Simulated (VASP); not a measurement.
Output of a VASP run:

File OSZICAR:
```
       N       E                     dE             d eps       ncg     rms          rms(c)
DAV:   1     0.915195525367E+02    0.91520E+02   -0.66565E+03  2296   0.131E+03
DAV:   2    -0.113519757270E+02   -0.10287E+03   -0.10102E+03  2395   0.377E+02
DAV:   3    -0.150408669267E+02   -0.36889E+01   -0.34827E+01  3671   0.741E+01
DAV:   4    -0.151239156933E+02   -0.83049E-01   -0.81778E-01  3578   0.737E+00
DAV:   5    -0.151247833410E+02   -0.86765E-03   -0.86426E-03  3030   0.672E-01    0.100E+01
DAV:   6    -0.132823687273E+02    0.18424E+01   -0.60862E+00  3591   0.310E+01    0.303E+00
DAV:   7    -0.132347714482E+02    0.47597E-01   -0.21948E-01  4122   0.506E+00    0.137E+00
DAV:   8    -0.132239263951E+02    0.10845E-01   -0.32443E-02  3637   0.200E+00    0.268E-01
DAV:   9    -0.132223007505E+02    0.16256E-02   -0.88554E-03  3824   0.122E+00    0.772E-02
DAV:  10    -0.132223422007E+02   -0.41450E-04   -0.64151E-04  3875   0.394E-01    0.670E-02
DAV:  11    -0.132223095464E+02    0.32654E-04   -0.66193E-05  4019   0.121E-01    0.169E-02
DAV:  12    -0.132223032925E+02    0.62539E-05   -0.15764E-05  3884   0.593E-02    0.870E-04
DAV:  13    -0.132223039778E+02   -0.68536E-06   -0.19914E-07  2960   0.587E-03    0.823E-04
DAV:  14    -0.132223043787E+02   -0.40088E-06   -0.39326E-08  1591   0.236E-03    0.775E-04
DAV:  15    -0.132223043525E+02    0.26183E-07   -0.18369E-08  1510   0.233E-03
   1 F= -.13222304E+02 E0= -.13222304E+02  d E =0.000000E+00
```

OUTCAR:
```
------------------------ aborting loop because EDIFF is reached ----------------------------------------
  FORCE on cell =-STRESS in cart. coord.  units (eV):
  Direction    XX          YY          ZZ          XY          YZ          ZX
  --------------------------------------------------------------------------------------
  Total       -0.0136112     -0.0136112     -0.0136112      0.0000000      0.0000000     -0.0000000
  in kB       -0.7457137     -0.7457137     -0.7457137      0.0000000      0.0000000     -0.0000000
  external PRESSURE =      -0.7457137 kB  Pullay stress =       0.0000000 kB
  volume of cell :       29.24
      direct lattice vectors                 reciprocal lattice vectors
     0.000000000  2.445313788  2.445313788    -0.204472736  0.204472736  0.204472736
     2.445313788  0.000000000  2.445313788     0.204472736 -0.204472736  0.204472736
     2.445313788  2.445313788  0.000000000     0.204472736  0.204472736 -0.204472736
 POSITION                                       TOTAL-FORCE (eV/Angst)
 -----------------------------------------------------------------------------------
      0.00000      0.00000      0.00000        -0.000000      0.000000     -0.000000
      2.44531      2.44531      2.44531         0.000000     -0.000000      0.000000
 -----------------------------------------------------------------------------------
    total drift:                               -0.000000      0.000000      0.000000
  FREE ENERGIE OF THE ION-ELECTRON SYSTEM (eV)
  ---------------------------------------------------
  free  energy   TOTEN  =       -13.2223043525 eV

  energy  without entropy=      -13.2223043525  energy(sigma->0) =      -13.22230435

 total charge

# of ion       s       p       d       tot
------------------------------------------
    1        2.222   6.200   1.131   9.553
    2        0.786   0.897   0.000   1.683
--------------------------------------------------
tot          3.007   7.097   1.131  11.235
```
(Selected blocks of OUTCAR.)

**POSCAR**
```
ScB
1
    0.0000000000     2.4453137883     2.4453137883
    2.4453137883     0.0000000000     2.4453137883
    2.4453137883     2.4453137883     0.0000000000
Sc B
1 1
Direct
  0.0000000000   0.0000000000   0.0000000000
  0.5000000000   0.5000000000   0.5000000000
```

Q: Reconstruct the remaining input files.

A: This is not unique; one that fits is the input of the run itself, PBEsol GGA, plane waves, VASP's PBE PAW potentials (set 64).

**KPOINTS**
```
kpoints
0
gamma
14 14 14
0 0 0
```

**INCAR**
```
ALGO = Normal
EDIFF = 1E-7
ENCUT = 520
GGA = PS
ISIF = 2
ISMEAR = -5
LASPH = .True.
LCHARG = .True.
LMAXMIX = 4
LORBIT = 11
LREAL = .False.
LWAVE = .False.
NEDOS = 601
NELM = 100
PREC = Accurate
SYSTEM = ScB
```

POTCAR, in this order: Sc_sv B (PBE.64 set). Program: vasp_std.

For a metal the tetrahedron method with Blöchl corrections gives inexact stress and forces.

The structure was generated: ScB was put into the rock salt type (Fm-3m), which need not be its known phase. It was relaxed first, which changed the volume by -29 %.
